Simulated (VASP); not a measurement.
Output of a VASP run:

OSZICAR:
```
       N       E                     dE             d eps       ncg     rms          rms(c)
DAV:   1     0.594093003646E+03    0.59409E+03   -0.19694E+04  1008   0.266E+03
DAV:   2     0.108803238273E+03   -0.48529E+03   -0.47181E+03  1384   0.454E+02
DAV:   3    -0.803391201439E+02   -0.18914E+03   -0.18488E+03  1612   0.253E+02
DAV:   4    -0.122176552864E+03   -0.41837E+02   -0.40289E+02  1936   0.117E+02
DAV:   5    -0.124155648548E+03   -0.19791E+01   -0.19747E+01  1664   0.280E+01    0.138E+01
DAV:   6    -0.108495077145E+03    0.15661E+02   -0.26362E+01  1584   0.358E+01    0.517E+00
DAV:   7    -0.101455047217E+03    0.70400E+01   -0.33695E+00  1648   0.193E+01    0.313E+00
DAV:   8    -0.107740974151E+03   -0.62859E+01   -0.35161E+00  1432   0.160E+01    0.200E+00
DAV:   9    -0.103085392032E+03    0.46556E+01   -0.77406E-01  1532   0.877E+00    0.949E-01
DAV:  10    -0.102817399544E+03    0.26799E+00   -0.89839E-01  1256   0.840E+00    0.288E-01
DAV:  11    -0.102721623509E+03    0.95776E-01   -0.26944E-01  1648   0.518E+00    0.461E-01
DAV:  12    -0.102767815756E+03   -0.46192E-01   -0.68663E-02  1320   0.236E+00    0.189E-01
DAV:  13    -0.102775388179E+03   -0.75724E-02   -0.35410E-02  1680   0.168E+00    0.280E-01
DAV:  14    -0.102778787850E+03   -0.33997E-02   -0.10302E-02  1480   0.986E-01    0.779E-02
DAV:  15    -0.102782851550E+03   -0.40637E-02   -0.41784E-03  1504   0.629E-01    0.269E-02
DAV:  16    -0.102782965985E+03   -0.11443E-03   -0.97643E-04  1968   0.256E-01    0.374E-02
DAV:  17    -0.102782988829E+03   -0.22844E-04   -0.37701E-04  1488   0.175E-01    0.177E-02
DAV:  18    -0.102784578254E+03   -0.15894E-02   -0.13114E-02  1584   0.903E-01    0.966E-02
DAV:  19    -0.102783209935E+03    0.13683E-02   -0.12789E-02  1652   0.976E-01    0.304E-02
DAV:  20    -0.102783285589E+03   -0.75653E-04   -0.75819E-04  2000   0.157E-01    0.149E-02
DAV:  21    -0.102783285826E+03   -0.23743E-06   -0.39328E-05  1640   0.554E-02    0.115E-02
DAV:  22    -0.102783310109E+03   -0.24283E-04   -0.68338E-06  1480   0.261E-02    0.971E-03
DAV:  23    -0.102783315279E+03   -0.51704E-05   -0.16998E-06   728   0.154E-02    0.902E-03
DAV:  24    -0.102783315059E+03    0.22048E-06   -0.65800E-07   720   0.189E-02
   1 F= -.10278332E+03 E0= -.10278332E+03  d E =-.102783E+03
```

### OUTCAR
```
------------------------ aborting loop because EDIFF is reached ----------------------------------------
  FORCE on cell =-STRESS in cart. coord.  units (eV):
  Direction    XX          YY          ZZ          XY          YZ          ZX
  --------------------------------------------------------------------------------------
  Total       -0.0097847     -0.0097847     -0.0014401      0.0000000      0.0000000      0.0000000
  in kB       -0.1626038     -0.1626038     -0.0239312      0.0000000      0.0000000      0.0000000
  external PRESSURE =      -0.1163796 kB  Pullay stress =       0.0000000 kB
  volume of cell :       96.41
      direct lattice vectors                 reciprocal lattice vectors
     4.071233297  0.000000000  0.000000000     0.245625816  0.000000000  0.000000000
     0.000000000  4.071233297  0.000000000     0.000000000  0.245625816  0.000000000
     0.000000000  0.000000000  5.816688724     0.000000000  0.000000000  0.171919119
 POSITION                                       TOTAL-FORCE (eV/Angst)
 -----------------------------------------------------------------------------------
      2.03562      0.00000      4.16277        -0.000000      0.000000     -0.001022
      0.00000      2.03562      1.65392         0.000000      0.000000      0.001022
      0.00000      0.00000      2.90834        -0.000000     -0.000000      0.000000
      2.03562      2.03562      2.90834        -0.000000      0.000000      0.000000
      2.03562      2.03562      0.00000        -0.000000     -0.000000      0.000000
      0.00000      0.00000      0.00000        -0.000000      0.000000      0.000000
 -----------------------------------------------------------------------------------
    total drift:                                0.000000      0.000000      0.000000
  FREE ENERGIE OF THE ION-ELECTRON SYSTEM (eV)
  ---------------------------------------------------
  free  energy   TOTEN  =      -102.7833150589 eV

  energy  without entropy=     -102.7833150589  energy(sigma->0) =     -102.78331506

 reached required accuracy - stopping structural energy minimisation
```
(Selected blocks of OUTCAR.)

File POSCAR:
```
LaOF
1
    4.0712332973     0.0000000000     0.0000000000
    0.0000000000     4.0712332973     0.0000000000
    0.0000000000     0.0000000000     5.8166887240
La O F
2 2 2
Direct
  0.5000000000   0.0000000000   0.7156591296
  0.0000000000   0.5000000000   0.2843408704
  1.0000000000   0.0000000000   0.5000000000
  0.5000000000   0.5000000000   0.5000000000
  0.5000000000   0.5000000000   0.0000000000
  1.0000000000   1.0000000000   0.0000000000
```

Task: Reconstruct the remaining input files.

Result: This is not unique; one that fits is the input of the run itself, r2SCAN meta-GGA, plane waves, VASP's PBE PAW potentials (set 64).

### INCAR
```
ALGO = Normal
EDIFF = 1E-6
EDIFFG = -0.02
ENCUT = 520
IBRION = 2
ISIF = 3
ISMEAR = 0
LASPH = .TRUE.
LCHARG = .FALSE.
LMAXMIX = 6
LMIXTAU = .TRUE.
LREAL = .FALSE.
LWAVE = .FALSE.
METAGGA = R2SCAN
NELM = 100
NSW = 60
PREC = Accurate
SIGMA = 0.05
SYSTEM = LaOF
```

KPOINTS:
```
Automatic mesh
0
Gamma
5 5 4
0 0 0
```

POTCAR, in this order: La O F (PBE.64 set). Program: vasp_std.

The structure comes from a computed database's LaOF entry (P4/nmm); how it stands against other phases isn't given here. It was relaxed first. The start is the result of an earlier pass.
